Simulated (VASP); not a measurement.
Calculation: B3LYP hybrid, VASP's PBE PAW potentials (set 64) (plane waves; VASP).

VASP ran on this input.

KPOINTS:
```
kpoints
0
Gamma
  2 2 2
```

POSCAR:
```
KCl
1
    0.0000000000     3.2147610000     3.2147610000
    3.2147610000     0.0000000000     3.2147610000
    3.2147610000     3.2147610000     0.0000000000
K Cl
1 1
Direct
  0.0000000000   0.0000000000   0.0000000000
  0.5000000000   0.5000000000   0.5000000000
```

### INCAR
```
SYSTEM = KCl
PREC = Accurate; ENCUT = 300; LREAL = .FALSE.
LASPH = .TRUE.; ISYM = 3
EDIFF = 1E-6; NELM = 100; ALGO = Normal
ISMEAR = 0; SIGMA = 0.01
GGA = B3; AGGAC = 0.81; AGGAX = 0.72
ALDAC = 0.19; LHFCALC = .TRUE.; AEXX = 0.2
HFRCUT = -1; PRECFOCK = Fast
ISIF = 2
LWAVE = .FALSE.; LCHARG = .FALSE.
```

POTCAR, in this order: K_sv Cl (PBE.64 set). Program: vasp_std.

Output

### OSZICAR
```
       N       E                     dE             d eps       ncg     rms          rms(c)
DAV:   1    -0.222679804808E+03   -0.22268E+03   -0.53288E+03    72   0.769E+02
DAV:   2    -0.298267368984E+03   -0.75588E+02   -0.71087E+02    92   0.208E+02
DAV:   3    -0.302703929312E+03   -0.44366E+01   -0.44152E+01    92   0.495E+01
DAV:   4    -0.302798628029E+03   -0.94699E-01   -0.94652E-01   116   0.729E+00
DAV:   5    -0.822291444500E+01    0.29458E+03   -0.16698E+00    80   0.147E+01    0.326E+00
DAV:   6    -0.776204109681E+01    0.46087E+00   -0.90898E-01    84   0.584E+00    0.234E+00
DAV:   7    -0.774219791154E+01    0.19843E-01   -0.21786E-01    88   0.272E+00    0.202E+00
DAV:   8    -0.774237930008E+01   -0.18139E-03   -0.24555E-02   108   0.958E-01    0.130E+00
DAV:   9    -0.774015307430E+01    0.22262E-02   -0.20911E-03    96   0.365E-01    0.751E-01
DAV:  10    -0.773934132776E+01    0.81175E-03   -0.10653E-03   100   0.259E-01    0.410E-01
DAV:  11    -0.773912032783E+01    0.22100E-03   -0.30374E-04    92   0.150E-01    0.229E-01
DAV:  12    -0.773905829424E+01    0.62034E-04   -0.11077E-04   100   0.937E-02    0.132E-01
DAV:  13    -0.773904470369E+01    0.13591E-04   -0.40688E-05    92   0.570E-02    0.797E-02
DAV:  14    -0.773904523309E+01   -0.52941E-06   -0.19118E-05   100   0.369E-02    0.488E-02
DAV:  15    -0.773904771577E+01   -0.24827E-05   -0.63706E-06    80   0.223E-02    0.304E-02
DAV:  16    -0.773904972922E+01   -0.20135E-05   -0.26179E-06    92   0.142E-02    0.192E-02
DAV:  17    -0.773905087775E+01   -0.11485E-05   -0.94207E-07    56   0.876E-03    0.119E-02
DAV:  18    -0.773905150548E+01   -0.62773E-06   -0.54352E-07    56   0.629E-03
   1 F= -.77390515E+01 E0= -.77390515E+01  d E =-.308883E-19
```

**OUTCAR**
```
------------------------ aborting loop because EDIFF is reached ----------------------------------------
  FORCE on cell =-STRESS in cart. coord.  units (eV):
  Direction    XX          YY          ZZ          XY          YZ          ZX
  --------------------------------------------------------------------------------------
  Total       -0.0815799     -0.0815799     -0.0815799      0.0000000      0.0000000      0.0000000
  in kB       -1.9670600     -1.9670600     -1.9670600      0.0000000      0.0000000      0.0000000
  external PRESSURE =      -1.9670600 kB  Pullay stress =       0.0000000 kB
  volume of cell :       66.45
      direct lattice vectors                 reciprocal lattice vectors
     0.000000000  3.214761000  3.214761000    -0.155532557  0.155532557  0.155532557
     3.214761000  0.000000000  3.214761000     0.155532557 -0.155532557  0.155532557
     3.214761000  3.214761000  0.000000000     0.155532557  0.155532557 -0.155532557
  FREE ENERGIE OF THE ION-ELECTRON SYSTEM (eV)
  ---------------------------------------------------
  free  energy   TOTEN  =        -7.7390515055 eV

  energy  without entropy=       -7.7390515055  energy(sigma->0) =       -7.73905151

  exchange ACFDT corr.  =         0.00000000  see jH, gK, PRB 81, 115126
```
(Selected blocks of OUTCAR.)

At this cut-off the stress carries a Pulay error, which pulls relaxed volumes low.

The structure comes from a computed database's KCl entry; how it stands against other phases isn't given here. The cell was not relaxed at this level. The k-mesh is coarse (spacing up to 0.85 per Å, 2π included), so the numbers may not be converged in it. The run is one of a series of settings (AEXX = 0.2, AGGAC = 0.81, AGGAX = 0.72, ALDAC = 0.19, GGA = B3, HFRCUT = -1, ISYM = 3, LHFCALC = .TRUE., PRECFOCK = Fast, KPOINTS 2×2×2 Γ-centred mesh against the base run), some of them coarse on purpose.
